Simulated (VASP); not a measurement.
All values below come from PBE GGA, VASP's PBE PAW potentials (set 64) (plane waves; VASP).

The input files of a VASP run:

File KPOINTS:
```
kpoints
0
G
  5 5 3
0 0 0
```

POSCAR:
```
VAs
1
    3.2336870000    -2.3631320000     0.0000000000
    3.2336870000     2.3631320000     0.0000000000
   -1.1737100000     0.0000000000     6.9838620000
V As
2 2
Direct
  0.0000000000   0.5000000000   0.0000000000
  0.5000000000   0.0000000000   0.5000000000
  0.5816000000   0.4184000000   0.2500000000
  0.4184000000   0.5816000000   0.7500000000
```

### INCAR
```
SYSTEM = VAs
PREC = Accurate
ENCUT = 400
EDIFF = 1E-6
NELM = 100
ALGO = Normal
LREAL = .FALSE.
LASPH = .TRUE.
ISMEAR = 0
SIGMA = 0.05
GGA = PE
LMAXMIX = 4
ISPIN = 2
MAGMOM = 0.4 0.4 0.0 0.0
LORBIT = 10
LWAVE = .FALSE.
LCHARG = .FALSE.
ISIF = 2
```

POTCAR, in this order: V_sv As (PBE.64 set). Program: vasp_std.

Output

### OSZICAR
```
       N       E                     dE             d eps       ncg     rms          rms(c)
DAV:   1     0.295980912985E+03    0.29598E+03   -0.18222E+04  2664   0.123E+03
DAV:   2    -0.800758807029E+01   -0.30399E+03   -0.29982E+03  2322   0.395E+02
DAV:   3    -0.289224806380E+02   -0.20915E+02   -0.20562E+02  2992   0.880E+01
DAV:   4    -0.298338277556E+02   -0.91135E+00   -0.86901E+00  2722   0.139E+01
DAV:   5    -0.298807467347E+02   -0.46919E-01   -0.46640E-01  2670   0.272E+00    0.183E+01
DAV:   6    -0.337696733042E+02   -0.38889E+01   -0.19575E+02  3104   0.685E+01    0.339E+01
DAV:   7    -0.240096374731E+02    0.97600E+01   -0.13249E+02  3184   0.569E+01    0.786E+00
DAV:   8    -0.244636084030E+02   -0.45397E+00   -0.43293E+00  2752   0.897E+00    0.614E+00
DAV:   9    -0.248345885446E+02   -0.37098E+00   -0.32874E+00  2988   0.637E+00    0.206E+00
DAV:  10    -0.248838811226E+02   -0.49293E-01   -0.30072E-01  2970   0.305E+00    0.116E+00
DAV:  11    -0.248853116706E+02   -0.14305E-02   -0.55770E-02  3010   0.143E+00    0.557E-01
DAV:  12    -0.248877820664E+02   -0.24704E-02   -0.21757E-02  3032   0.712E-01    0.235E-01
DAV:  13    -0.248878666551E+02   -0.84589E-04   -0.14547E-03  2834   0.333E-01    0.118E-01
DAV:  14    -0.248880736316E+02   -0.20698E-03   -0.12922E-03  3132   0.211E-01    0.721E-02
DAV:  15    -0.248880842583E+02   -0.10627E-04   -0.20518E-04  3020   0.118E-01    0.492E-02
DAV:  16    -0.248880995296E+02   -0.15271E-04   -0.68567E-05  2940   0.664E-02    0.328E-02
DAV:  17    -0.248881047540E+02   -0.52244E-05   -0.57769E-05  2774   0.405E-02    0.928E-03
DAV:  18    -0.248881057165E+02   -0.96253E-06   -0.45714E-06  2200   0.149E-02
   1 F= -.24888106E+02 E0= -.24884295E+02  d E =-.762110E-02  mag=     4.1748
```

File OUTCAR:
```
------------------------ aborting loop because EDIFF is reached ----------------------------------------
  FORCE on cell =-STRESS in cart. coord.  units (eV):
  Direction    XX          YY          ZZ          XY          YZ          ZX
  --------------------------------------------------------------------------------------
  Total       -8.5235116     -6.9593671     -8.3674545      0.0000000      0.0000000      0.8701990
  in kB     -127.9432954   -104.4644987   -125.6007802      0.0000000      0.0000000     13.0622368
  external PRESSURE =    -119.3361914 kB  Pullay stress =       0.0000000 kB
  volume of cell :      106.74
      direct lattice vectors                 reciprocal lattice vectors
     3.233687000 -2.363132000  0.000000000     0.154622262 -0.211583610  0.025985865
     3.233687000  2.363132000  0.000000000     0.154622262  0.211583610  0.025985865
    -1.173710000  0.000000000  6.983862000     0.000000000  0.000000000  0.143187251
 POSITION                                       TOTAL-FORCE (eV/Angst)
 -----------------------------------------------------------------------------------
      1.61684      1.18157      0.00000        -0.000000      0.000000      0.000000
      1.02999     -1.18157      3.49193        -0.000000      0.000000      0.000000
      2.94026     -0.38566      1.74597         0.000000     -0.140039      0.000000
      2.35340      0.38566      5.23790         0.000000      0.140039     -0.000000
 -----------------------------------------------------------------------------------
    total drift:                                0.000000      0.000000      0.000000
  FREE ENERGIE OF THE ION-ELECTRON SYSTEM (eV)
  ---------------------------------------------------
  free  energy   TOTEN  =       -24.8881057165 eV

  energy  without entropy=      -24.8804846178  energy(sigma->0) =      -24.88429517

 total charge

# of ion       s       p       d       tot
------------------------------------------
    1        2.184   6.069   2.963  11.216
    2        2.184   6.069   2.963  11.216
    3        1.233   1.466   0.020   2.718
    4        1.233   1.466   0.020   2.718
--------------------------------------------------
tot          6.832  15.070   5.966  27.869

 magnetization (x)

# of ion       s       p       d       tot
------------------------------------------
    1        0.026   0.001   2.179   2.206
    2        0.026   0.001   2.179   2.206
    3       -0.010  -0.245   0.008  -0.247
    4       -0.010  -0.245   0.008  -0.247
--------------------------------------------------
tot          0.032  -0.488   4.374   3.918
```
(Selected blocks of OUTCAR.)

The structure was generated: VAs was put into the tenorite type (C2/c), which need not be its known phase. The cell was not relaxed at this level. The k-mesh is coarse (spacing up to 0.33 per Å, 2π included), so the numbers may not be converged in it. The run is one of a series of settings (MAGMOM = 0.4 0.4 0.0 0.0 against the base run), some of them coarse on purpose. VASP warned that the highest band is occupied, so more bands are needed.
